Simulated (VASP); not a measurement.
## Driving VASP from ASE on YPt2

Do ASE scripts that read YPt2 from different structure formats give one answer, and do several routes find one equilibrium volume? All runs use LDA. Left out of this account: at least 1 further run (fields: a reference on another mesh). The start is a cell from a database of measured crystal structures.

Calculated with VASP 6.6.1; LDA; plane waves and PAW (Y_sv, Pt).

### Step 1. Set-up

The structure is cubic, space group Fd-3m (No. 227). The conventional cell has a = 7.590 Å, b = 7.590 Å, c = 7.590 Å, α = 90.00°, β = 90.00°, γ = 90.00°. Y has 12 Pt at 3.15 Å and 4 Y at 3.29 Å nearest. Nearest to Pt lie 6 Pt at 2.68 Å and 6 Y at 3.15 Å. Farther neighbours are not listed.

As a file:

```
Y Pt
1.0
     0.00000    3.79500    3.79500
     3.79500    0.00000    3.79500
     3.79500    3.79500    0.00000
Y Pt
2 4
Direct
  0.00000 0.00000 0.00000
  0.25000 0.25000 0.25000
  0.62500 0.62500 0.62500
  0.12500 0.62500 0.62500
  0.62500 0.62500 0.12500
  0.62500 0.12500 0.62500
```

### Step 2. Self-consistent run (LDA, through ASE)

A single point through ASE, with the structure typed into the script.

File run.py:

```python
import numpy as np
from ase.calculators.vasp import Vasp
from ase import Atoms
from ase.dft.bandgap import bandgap

atoms = Atoms(['Y', 'Y', 'Pt', 'Pt', 'Pt', 'Pt'],
              cell=[[0.0, 3.795, 3.795], [3.795, 0.0, 3.795], [3.795, 3.795, 0.0]],
              scaled_positions=[[0.0, 0.0, 0.0], [0.25, 0.25, 0.25], [0.625, 0.625, 0.625], [0.125, 0.625, 0.625], [0.625, 0.625, 0.125], [0.625, 0.125, 0.625]],
              pbc=True)

calc = Vasp(
    xc='lda',
    pp='LDA',
    prec='Accurate',
    encut=400,
    ediff=1e-06,
    nelm=100,
    ismear=-1,
    sigma=0.05,
    lreal=False,
    algo='Normal',
    nbands=38,
    lasph=True,
    lorbit=11,
    lwave=False,
    lcharg=False,
    kpar=4,
    isif=2,
    pp_version='64',
    setups={'Y': '_sv', 'Pt': ''},
    kpts=(7, 7, 7),
    gamma=True,
    txt='vasp.out',
)
atoms.calc = calc

print("energy (eV):", round(atoms.get_potential_energy(), 6))
print("Fermi level (eV):", round(calc.get_fermi_level(), 4))
print("forces (eV/A):")
print(np.round(atoms.get_forces(), 4))
print("stress (GPa, Voigt, tension positive):", np.round(atoms.get_stress() * 160.21766, 3))
gap, p1, p2 = bandgap(calc, direct=False)
print("gap on the mesh (eV):", round(gap, 4))
```

Potentials, in the order of the species: Y_sv and Pt (LDA family, release 64).

Run with:

```bash
export ASE_VASP_COMMAND="mpirun -np 4 vasp_std"
python run.py
```

Output:

```text
energy (eV): -50.649155
Fermi level (eV): 8.362
forces (eV/A):
[[ 0. -0. -0.]
 [-0.  0. -0.]
 [-0. -0.  0.]
 [-0. -0.  0.]
 [-0. -0.  0.]
 [-0. -0.  0.]]
stress (GPa, Voigt, tension positive): [ 3.362  3.362  3.362 -0.     0.    -0.   ]
gap on the mesh (eV): 0.0
```

The job ended after 9.4 s (4 MPI ranks of Intel Xeon 6975P-C (Granite Rapids), shared host; peak memory 0.8 GiB).

The logs omit lines about the potential files and the build; timing stands in the text.

ASE turned this into the INCAR:

```
ENCUT = 400.000000
SIGMA = 0.050000
EDIFF = 1.00e-06
ALGO = Normal
PREC = Accurate
ISIF = 2
ISMEAR = -1
KPAR = 4
LORBIT = 11
NBANDS = 38
NELM = 100
LASPH = .TRUE.
LCHARG = .FALSE.
LWAVE = .FALSE.
LREAL = .FALSE.
```

ASE turned this into the KPOINTS:

```
KPOINTS created by Atomic Simulation Environment
0
Gamma
7 7 7
0 0 0
```

vasp.out:

```text
[banner, memory and clock lines left out]
running    4 mpi-ranks, on    1 nodes
 distrk:  each k-point on    1 cores,    4 groups
 distr:  one band on    1 cores,    1 groups

 POSCAR found type information on POSCAR Y Pt
 POSCAR found :  2 types and       6 ions
 LDA part: xc-table for (Slater(with rela. corr.)+CA(PZ))
 , standard interpolation
 POSCAR, INCAR and KPOINTS ok, starting setup
 FFT: planning ... GRIDC
 FFT: planning ... GRID_SOFT
 FFT: planning ... GRID
 WAVECAR not read
 entering main loop
       N       E                     dE             d eps       ncg     rms          rms(c)
DAV:   1     0.318916767662E+03    0.31892E+03   -0.27141E+04  1520   0.131E+03
DAV:   2    -0.323014597220E+02   -0.35122E+03   -0.33429E+03  1660   0.323E+02
DAV:   3    -0.528241210938E+02   -0.20523E+02   -0.20019E+02  2412   0.585E+01
DAV:   4    -0.535128811935E+02   -0.68876E+00   -0.68606E+00  2018   0.980E+00
DAV:   5    -0.535286488409E+02   -0.15768E-01   -0.15766E-01  2122   0.142E+00    0.517E+01
DAV:   6    -0.513415435291E+02    0.21871E+01   -0.60923E+00  1640   0.136E+01    0.249E+01
DAV:   7    -0.509674666702E+02    0.37408E+00   -0.29841E+00  1908   0.730E+00    0.185E+01
DAV:   8    -0.506753635520E+02    0.29210E+00   -0.14073E+00  1958   0.596E+00    0.401E+00
DAV:   9    -0.506647391538E+02    0.10624E-01   -0.11711E-01  1694   0.188E+00    0.145E+00
DAV:  10    -0.506627608106E+02    0.19783E-02   -0.12013E-02  1978   0.414E-01    0.275E-01
DAV:  11    -0.506628810269E+02   -0.12022E-03   -0.19293E-03  1672   0.245E-01    0.344E-01
DAV:  12    -0.506627256832E+02    0.15534E-03   -0.38366E-04  1678   0.100E-01    0.169E-02
DAV:  13    -0.506627292241E+02   -0.35408E-05   -0.31075E-05  1970   0.229E-02    0.447E-02
DAV:  14    -0.506627285197E+02    0.70432E-06   -0.31569E-06  1532   0.836E-03
   1 F= -.50662729E+02 E0= -.50649155E+02  d E =-.271465E-01
```

From OUTCAR (step 2):

```text
ion  position               nearest neighbor table
   1  0.000  0.000  0.000-   3 3.15   6 3.15   3 3.15   4 3.15   3 3.15   4 3.15   5 3.15   6 3.15
                             6 3.15   5 3.15   5 3.15   4 3.15   2 3.29   2 3.29   2 3.29   2 3.29
   2  0.250  0.250  0.250-   4 3.15   5 3.15   6 3.15   3 3.15   3 3.15   4 3.15   3 3.15   6 3.15
                             5 3.15   4 3.15   5 3.15   6 3.15   1 3.29   1 3.29   1 3.29   1 3.29
   3  0.625  0.625  0.625-   4 2.68   5 2.68   6 2.68   5 2.68   6 2.68   4 2.68   1 3.15   2 3.15
                             1 3.15   2 3.15   1 3.15   2 3.15
   4  0.125  0.625  0.625-   3 2.68   5 2.68   6 2.68   3 2.68   5 2.68   6 2.68   2 3.15   2 3.15
                             1 3.15   1 3.15   2 3.15   1 3.15
   5  0.625  0.625  0.125-   3 2.68   3 2.68   4 2.68   6 2.68   6 2.68   4 2.68   1 3.15   2 3.15
                             1 3.15   2 3.15   1 3.15   2 3.15
   6  0.625  0.125  0.625-   3 2.68   5 2.68   3 2.68   4 2.68   5 2.68   4 2.68   2 3.15   1 3.15
                             1 3.15   2 3.15   2 3.15   1 3.15

  LATTYP: Found a face centered cubic cell.
 ALAT       =     7.5900000000

 Subroutine GETGRP returns: Found 48 space group operations
 (whereof 24 operations were pure point group operations)

The static configuration has the point symmetry T_d .
 The point group associated with its full space group is O_h .

 Found     20 irreducible k-points:

   k-points           NKPTS =     20   k-points in BZ     NKDIM =     20   number of bands    NBANDS=     38

   dimension x,y,z NGX =    36 NGY =   36 NGZ =   36
   dimension x,y,z NGXF=    72 NGYF=   72 NGZF=   72

   ENCUT  =  400.0 eV  29.40 Ry    5.42 a.u.   8.75  8.75  8.75*2*pi/ulx,y,z

   NELECT =      62.0000    total number of electrons

 k-points in reciprocal lattice and weights: KPOINTS created by Atomic Simulation Env
   0.00000000  0.00000000  0.00000000       0.003
   0.14285714  0.00000000  0.00000000       0.023
   0.28571429  0.00000000  0.00000000       0.023
   0.42857143  0.00000000  0.00000000       0.023
   0.14285714  0.14285714  0.00000000       0.017
   0.28571429  0.14285714  0.00000000       0.070
   0.42857143  0.14285714  0.00000000       0.070
  -0.42857143  0.14285714  0.00000000       0.070
  -0.28571429  0.14285714  0.00000000       0.070
[...]
-0.42857143  0.42857143  0.14285714       0.070
  -0.28571429  0.42857143  0.14285714       0.070

 average (electrostatic) potential at core
       1 -32.2585       2 -32.2585       3 -65.8690       4 -65.8690       5 -65.8690
       6 -65.8690

 E-fermi :   8.3620

 k-point     1 :       0.0000    0.0000    0.0000
  band No.  band energies     occupation
    ...
     27       7.2961      2.00000
     28       7.2961      2.00000
     29       7.9818      1.99900
     30       7.9818      1.99900
     31       7.9818      1.99900
     32       8.9772      0.00001
     33       8.9772      0.00001
     34       8.9772      0.00001
     35       8.9834      0.00001
     36      10.3222      0.00000
    ...

 k-point     2 :       0.1429    0.0000    0.0000
  band No.  band energies     occupation
    ...
     28       7.3773      2.00000
     29       7.5339      2.00000
     30       7.9995      1.99858
     31       7.9995      1.99858
     32       8.3076      1.49571
     33       8.9770      0.00001
     34       9.2338      0.00000
     35       9.2338      0.00000
     36      10.2066      0.00000
     37      10.2066      0.00000
    ...

 k-point     3 :       0.2857    0.0000    0.0000
  band No.  band energies     occupation
    ...
     26       6.4969      2.00000
     27       6.4969      2.00000
     28       6.9922      2.00000
     29       6.9922      2.00000
     30       8.3123      1.45974
     31       8.6570      0.00546
     32       8.6570      0.00546
     33       8.9768      0.00001
     34       9.3387      0.00000
     35       9.3387      0.00000
    ...

  Total       -2.2937747     -2.2937747     -2.2937747      0.0000000      0.0000000     -0.0000000
  in kB      -33.6198674    -33.6198674    -33.6198674      0.0000000      0.0000000     -0.0000000
  external PRESSURE =     -33.6198674 kB  Pullay stress =       0.0000000 kB

  energy-cutoff  :      400.00
  volume of cell :      109.31
      direct lattice vectors                 reciprocal lattice vectors
     0.000000000  3.795000000  3.795000000    -0.131752306  0.131752306  0.131752306
     3.795000000  0.000000000  3.795000000     0.131752306 -0.131752306  0.131752306
     3.795000000  3.795000000  0.000000000     0.131752306  0.131752306 -0.131752306

 POSITION                                       TOTAL-FORCE (eV/Angst)
 -----------------------------------------------------------------------------------
      0.00000      0.00000      0.00000         0.000000     -0.000000     -0.000000
      1.89750      1.89750      1.89750        -0.000000      0.000000     -0.000000
      4.74375      4.74375      4.74375        -0.000000     -0.000000      0.000000
      4.74375      2.84625      2.84625        -0.000000     -0.000000      0.000000
      2.84625      2.84625      4.74375        -0.000000     -0.000000      0.000000
      2.84625      4.74375      2.84625        -0.000000     -0.000000      0.000000
 -----------------------------------------------------------------------------------
    total drift:                                0.000000      0.000000      0.000000

  FREE ENERGIE OF THE ION-ELECTRON SYSTEM (eV)
  ---------------------------------------------------
  free  energy   TOTEN  =       -50.6627285197 eV

  energy  without entropy=      -50.6355820459  energy(sigma->0) =      -50.64915528

 total charge
# of ion       s       p       d       f       tot
--------------------------------------------------
    1        2.237   6.359   0.987   0.051   9.634
    2        2.237   6.359   0.987   0.051   9.634
    3        0.735   0.651   8.055   0.000   9.441
    4        0.735   0.651   8.055   0.000   9.441
    5        0.735   0.651   8.055   0.000   9.441
    6        0.735   0.651   8.055   0.000   9.441
--------------------------------------------------
tot          7.414  15.323  34.195   0.101  57.033

[... 3 further parts left out ...]
```

At this level the cell is under a tension of 3.4 GPa, so at these settings it is away from equilibrium.

Numbers from this step:

* SCF cycles: 14
* electrons: 62
* bands: 38
* irreducible k-points: 20
* symmetry operations: 48
* free energy (TOTEN): -50.6627 eV
* energy at zero smearing: -50.6492 eV
* Fermi energy: 8.362 eV
* pressure: -3.362 GPa
* metallic, judged on the points sampled: yes

The pressure is -3.36 GPa and the largest force 0.000 eV/Å, so the cell is not at a minimum at these settings.

### Step 3. Total energy, forces and stress (LDA, through ASE)

The single point through ASE, with the structure read from a CIF in P1. The mesh changes to 5×5×5, so this is no clean test of the format.

run.py: that of step 2 with these lines changed.

```diff
@@ -2,9 +2,6 @@
 from ase.calculators.vasp import Vasp
-from ase import Atoms
+from ase.io import read
 from ase.dft.bandgap import bandgap
 
-atoms = Atoms(['Y', 'Y', 'Pt', 'Pt', 'Pt', 'Pt'],
-              cell=[[0.0, 3.795, 3.795], [3.795, 0.0, 3.795], [3.795, 3.795, 0.0]],
-              scaled_positions=[[0.0, 0.0, 0.0], [0.25, 0.25, 0.25], [0.625, 0.625, 0.625], [0.125, 0.625, 0.625], [0.625, 0.625, 0.125], [0.625, 0.125, 0.625]],
-              pbc=True)
+atoms = read('YPt2.cif')
 
@@ -30,3 +27,3 @@
     setups={'Y': '_sv', 'Pt': ''},
-    kpts=(7, 7, 7),
+    kpts=(5, 5, 5),
     gamma=True,
```

File YPt2.cif:

```cif
data_YPt2
_cell_length_a 5.36694047
_cell_length_b 5.36694047
_cell_length_c 5.36694047
_cell_angle_alpha 60.00000000
_cell_angle_beta 60.00000000
_cell_angle_gamma 60.00000000
_space_group_name_H-M_alt 'P1'
_space_group_name_Hall 'P 1'
_space_group_IT_number 1
loop_
_space_group_symop_operation_xyz
'x,y,z'
loop_
_atom_site_label
_atom_site_type_symbol
_atom_site_symmetry_multiplicity
_atom_site_Wyckoff_symbol
_atom_site_fract_x
_atom_site_fract_y
_atom_site_fract_z
_atom_site_occupancy
Y1 Y 1 a 0.0000000000 0.0000000000 0.0000000000 1
Y2 Y 1 a 0.2500000000 0.2500000000 0.2500000000 1
Pt1 Pt 1 a 0.6250000000 0.6250000000 0.6250000000 1
Pt2 Pt 1 a 0.1250000000 0.6250000000 0.6250000000 1
Pt3 Pt 1 a 0.6250000000 0.6250000000 0.1250000000 1
Pt4 Pt 1 a 0.6250000000 0.1250000000 0.6250000000 1
```

Output:

```text
energy (eV): -50.703229
Fermi level (eV): 8.3846
forces (eV/A):
[[-0. -0.  0.]
 [ 0.  0. -0.]
 [-0. -0. -0.]
 [-0. -0. -0.]
 [-0. -0. -0.]
 [-0. -0. -0.]]
stress (GPa, Voigt, tension positive): [3.593 3.593 3.593 0.    0.    0.   ]
gap on the mesh (eV): 0.0
```

The job ended after 7 s (4 MPI ranks; peak memory 0.73 GiB; 24 s of CPU time).

The INCAR that ASE wrote:

```
ENCUT = 400.000000
SIGMA = 0.050000
EDIFF = 1.00e-06
ALGO = Normal
PREC = Accurate
ISIF = 2
ISMEAR = -1
KPAR = 4
LORBIT = 11
NBANDS = 38
NELM = 100
LASPH = .TRUE.
LCHARG = .FALSE.
LWAVE = .FALSE.
LREAL = .FALSE.
```

The KPOINTS that ASE wrote:

```
KPOINTS created by Atomic Simulation Environment
0
Gamma
5 5 5
0 0 0
```

vasp.out:

```text
[... set-up lines as in an earlier step ...]
 entering main loop
       N       E                     dE             d eps       ncg     rms          rms(c)
DAV:   1     0.317075407850E+03    0.31708E+03   -0.27076E+04   760   0.131E+03
DAV:   2    -0.323423038165E+02   -0.34942E+03   -0.33133E+03   828   0.326E+02
DAV:   3    -0.528115092777E+02   -0.20469E+02   -0.19999E+02  1186   0.588E+01
DAV:   4    -0.535497061683E+02   -0.73820E+00   -0.73687E+00  1014   0.102E+01
DAV:   5    -0.535641530586E+02   -0.14447E-01   -0.14446E-01  1054   0.140E+00    0.516E+01
DAV:   6    -0.513419462000E+02    0.22222E+01   -0.59080E+00   814   0.134E+01    0.255E+01
DAV:   7    -0.509182089193E+02    0.42374E+00   -0.25623E+00   966   0.667E+00    0.167E+01
DAV:   8    -0.507263565515E+02    0.19185E+00   -0.11418E+00   994   0.535E+00    0.352E+00
DAV:   9    -0.507110513335E+02    0.15305E-01   -0.11242E-01   824   0.180E+00    0.120E+00
DAV:  10    -0.507105112649E+02    0.54007E-03   -0.67357E-03   994   0.300E-01    0.244E-01
DAV:  11    -0.507105759165E+02   -0.64652E-04   -0.90891E-04   884   0.169E-01    0.204E-01
DAV:  12    -0.507105195435E+02    0.56373E-04   -0.16396E-04   844   0.646E-02    0.107E-02
DAV:  13    -0.507105215846E+02   -0.20411E-05   -0.14804E-05  1010   0.158E-02    0.388E-02
DAV:  14    -0.507105208197E+02    0.76496E-06   -0.25436E-06   742   0.766E-03
   1 F= -.50710521E+02 E0= -.50703229E+02  d E =-.145827E-01
```

Parts of OUTCAR (step 3):

```text
  LATTYP: Found a face centered cubic cell.
 ALAT       =     7.5900000011

 Found     10 irreducible k-points:

   k-points           NKPTS =     10   k-points in BZ     NKDIM =     10   number of bands    NBANDS=     38

   NELECT =      62.0000    total number of electrons

 E-fermi :   8.3846

 k-point     1 :       0.0000    0.0000    0.0000
  band No.  band energies     occupation
    ...
     27       7.3022      2.00000
     28       7.3022      2.00000
     29       7.9844      1.99933
     30       7.9844      1.99933
     31       7.9844      1.99933
     32       8.9655      0.00002
     33       8.9655      0.00002
     34       8.9655      0.00002
     35       8.9742      0.00002
     36      10.3273      0.00000
    ...

 k-point     2 :       0.2000   -0.0000   -0.0000
  band No.  band energies     occupation
    ...
     28       7.2175      2.00000
     29       7.2175      2.00000
     30       8.2137      1.93650
     31       8.2420      1.89072
     32       8.2420      1.89072
     33       8.9653      0.00002
     34       9.3308      0.00000
     35       9.3308      0.00000
     36      10.1548      0.00000
     37      10.1548      0.00000
    ...

  Total       -2.4513659     -2.4513659     -2.4513659     -0.0000000     -0.0000000     -0.0000000
  in kB      -35.9296831    -35.9296831    -35.9296831     -0.0000000     -0.0000000     -0.0000000
  external PRESSURE =     -35.9296831 kB  Pullay stress =       0.0000000 kB

  energy-cutoff  :      400.00
  volume of cell :      109.31
      direct lattice vectors                 reciprocal lattice vectors
     5.366940470  0.000000000  0.000000000     0.186325898 -0.107575307 -0.076067229
     2.683470235  4.647906788  0.000000000     0.000000000  0.215150614 -0.076067229
     2.683470235  1.549302263  4.382088544     0.000000000  0.000000000  0.228201687

 POSITION                                       TOTAL-FORCE (eV/Angst)
 -----------------------------------------------------------------------------------
      0.00000      0.00000      0.00000        -0.000000     -0.000000      0.000000
      2.68347      1.54930      1.09552         0.000000      0.000000     -0.000000
      6.70868      3.87326      2.73881        -0.000000     -0.000000     -0.000000
      4.02521      3.87326      2.73881        -0.000000     -0.000000     -0.000000
      5.36694      3.09860      0.54776        -0.000000     -0.000000     -0.000000
      5.36694      1.54930      2.73881        -0.000000     -0.000000     -0.000000
 -----------------------------------------------------------------------------------
    total drift:                                0.000000      0.000000      0.000000

  FREE ENERGIE OF THE ION-ELECTRON SYSTEM (eV)
  ---------------------------------------------------
  free  energy   TOTEN  =       -50.7105208197 eV

  energy  without entropy=      -50.6959381265  energy(sigma->0) =      -50.70322947

 total charge
# of ion       s       p       d       f       tot
--------------------------------------------------
    1        2.234   6.361   0.991   0.050   9.636
    2        2.234   6.361   0.991   0.050   9.636
    3        0.735   0.651   8.054   0.000   9.440
    4        0.735   0.651   8.054   0.000   9.440
    5        0.735   0.651   8.054   0.000   9.440
    6        0.735   0.651   8.054   0.000   9.440
--------------------------------------------------
tot          7.407  15.325  34.199   0.101  57.032

[... 4 parts as in an earlier step ...]

[... 7 further parts left out ...]
```

The k-mesh is coarse for a metal. At this level the cell is under a tension of 3.6 GPa, so at these settings it is away from equilibrium.

This step gave:

```
irreducible k-points    : 10
free energy (TOTEN)     : -50.7105 eV
energy at zero smearing : -50.7032 eV
Fermi energy            : 8.385 eV
pressure                : -3.593 GPa
```

The energy lies -9.01 meV an atom from the first script, on another mesh.

(Part 1 of 3 ends here.)

[Lines on the potential files, build, host, timing and source positions are cut from VASP's logs without a mark.]

[Logs are printed without paths, hosts, clocks, repeated set-up lines and the standing remarks that a program may print on its own settings, such as how far it seeks lower states.]

[Hosts, paths, dates, database ids (printed as entryN), source tags and the programs' standing remarks are cut or masked in the printed files.]

[A measured line is paired with the nearest computed mode of its activity, which favours agreement.]

[In band tables of VASP the shares of atoms and orbitals are scaled to a sum of 1 inside the atoms' spheres.]
